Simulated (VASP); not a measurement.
Computed with PBE GGA with D3 dispersion (zero damping), VASP's PBE PAW potentials (set 64) (plane waves; VASP 6.6.1).

The input files of a VASP run:

KPOINTS:
```
Automatic
0
Gamma
 14 14 14
```

### POSCAR
```
Li
1
   -1.6802182018     1.6802182018     1.6802182018
    1.6802182018    -1.6802182018     1.6802182018
    1.6802182018     1.6802182018    -1.6802182018
Li
1
Direct
  1.0000000000   0.0000000000   0.0000000000
```

### INCAR
```
# general
SYSTEM=Li
PREC  =Accurate
ENCUT =520
LREAL =.False.
LASPH =.True.

# electronic loop
EDIFF =1E-6
NELM  =100
ALGO  =Normal

# smearing
ISMEAR=1
SIGMA =0.1

# functional
GGA   =PE
IVDW  =11

# ions
IBRION=2
NSW   =60
ISIF  =3
EDIFFG=-0.01

# output
LWAVE =.False.
LCHARG=.False.
```

POTCAR, in this order: Li_sv (PBE.64 set). Program: vasp_std.

The resulting files:

File OUTCAR:
```
 ion  position               nearest neighbor table
   1  0.000  0.000  0.000-
  LATTYP: Found a body centered cubic cell.
 ALAT       =     3.3604364036
 Subroutine PRICEL returns:
 Original cell was already a primitive cell.
 Subroutine GETGRP returns: Found 48 space group operations
The static configuration has the point symmetry O_h .
The dynamic configuration has the point symmetry O_h .
 Subroutine INISYM returns: Found 48 space group operations
 Subroutine IBZKPT returns following result:
 Found    104 irreducible k-points:

 Following reciprocal coordinates:
            Coordinates               Weight
  0.000000  0.000000  0.000000      1.000000
  0.071429  0.000000  0.000000     12.000000
  0.142857  0.000000  0.000000     12.000000
  0.214286  0.000000  0.000000     12.000000
  0.285714  0.000000  0.000000     12.000000
  0.357143  0.000000  0.000000     12.000000
  0.428571  0.000000  0.000000     12.000000
  0.500000  0.000000  0.000000      6.000000
  0.071429  0.071429  0.000000     24.000000
  0.142857  0.071429 -0.000000     48.000000
...
```

### OSZICAR
```
       N       E                     dE             d eps       ncg     rms          rms(c)
DAV:   1     0.490518298247E+00    0.49052E+00   -0.71634E+02  1065   0.423E+02
DAV:   2    -0.180073441825E+01   -0.22913E+01   -0.22140E+01  1465   0.593E+01
DAV:   3    -0.189780438702E+01   -0.97070E-01   -0.97050E-01  1305   0.824E+00
DAV:   4    -0.189971730871E+01   -0.19129E-02   -0.19130E-02  1350   0.114E+00
DAV:   5    -0.189973448641E+01   -0.17178E-04   -0.17178E-04  1340   0.979E-02    0.184E-01
DAV:   6    -0.189877649712E+01    0.95799E-03   -0.34399E-04  1655   0.104E-01    0.109E-01
DAV:   7    -0.189843093631E+01    0.34556E-03   -0.82279E-04  1650   0.176E-01    0.297E-02
DAV:   8    -0.189842686488E+01    0.40714E-05   -0.12950E-05  1105   0.419E-02    0.171E-03
DAV:   9    -0.189842361030E+01    0.32546E-05   -0.62464E-07   800   0.109E-02    0.355E-04
DAV:  10    -0.189842241083E+01    0.11995E-05   -0.13533E-07   560   0.501E-03    0.758E-05
DAV:  11    -0.189842244762E+01   -0.36788E-07   -0.33475E-08   530   0.274E-03
   1 F= -.20046696E+01 E0= -.20043743E+01  d E =-.200467E+01
```

**OUTCAR**
```
------------------------ aborting loop because EDIFF is reached ----------------------------------------
 Edisp (eV)   -0.10625
  FORCE on cell =-STRESS in cart. coord.  units (eV):
  Direction    XX          YY          ZZ          XY          YZ          ZX
  --------------------------------------------------------------------------------------
  Total       0.00267     0.00267     0.00267    -0.00000    -0.00000     0.00000
  in kB       0.22541     0.22541     0.22541    -0.00000    -0.00000     0.00000
  external pressure =        0.23 kB  Pullay stress =        0.00 kB
  volume of cell :       18.97
      direct lattice vectors                 reciprocal lattice vectors
    -1.680218202  1.680218202  1.680218202     0.000000000  0.297580397  0.297580397
     1.680218202 -1.680218202  1.680218202     0.297580397  0.000000000  0.297580397
     1.680218202  1.680218202 -1.680218202     0.297580397  0.297580397  0.000000000
 POSITION                                       TOTAL-FORCE (eV/Angst)
 -----------------------------------------------------------------------------------
      0.00000      0.00000      0.00000         0.000000     -0.000000     -0.000000
 -----------------------------------------------------------------------------------
    total drift:                                0.000000      0.000000     -0.000000
  FREE ENERGIE OF THE ION-ELECTRON SYSTEM (eV)
  ---------------------------------------------------
  free  energy   TOTEN  =        -2.0046696474 eV

  energy  without entropy=       -2.0037835733  energy(sigma->0) =       -2.00437429

 reached required accuracy - stopping structural energy minimisation
```
(Selected blocks of OUTCAR.)

The compound is Li in the bcc structure. It was relaxed first, which changed the volume by -11 %. The start is the result of an earlier pass.
